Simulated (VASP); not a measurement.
Data:

```
BN
1.0
    1.24533     0.71899     3.21501
   -1.24533     0.71899     3.21501
    0.00000    -1.43798     3.21501
B N
1 1
Cartesian
  0.00000   0.00000   9.64265
  0.00000   0.00000   3.20870
```

These are LDA (Ceperley-Alder, Perdew-Zunger), VASP's LDA PAW potentials (set 64) (plane waves; VASP) values and carry that method's errors. Settings: 520 eV cut-off, Gaussian smearing of 0.050 eV, potentials B N.

### Question
Give the energies of bands 2 to 6 at the high-symmetry points, in eV from the valence-band maximum.

### Answer

| band | Γ | T | H2 | L | S0 | F |
|---|---|---|---|---|---|---|
| 2 | -4.07 | -6.60 | -8.10 | -9.05 | -8.10 | -8.87 |
| 3 | -1.34 | -1.37 | -6.91 | -4.16 | -7.07 | -4.24 |
| 4 | -1.34 | -1.37 | -0.55 | -0.60 | -0.22 | -1.37 |
| 5 | 5.11 | 10.38 | 4.67 | 5.17 | 4.45 | 3.94 |
| 6 | 11.63 | 11.52 | 12.14 | 10.06 | 12.14 | 9.94 |

The gap is indirect, 3.94 eV, from the valence maximum at H0-L at 0.27 to the conduction minimum at F.

The structure comes from a computed database's BN entry (R3m); how it stands against other phases isn't given here. It was relaxed first, which changed the volume by -6 %.
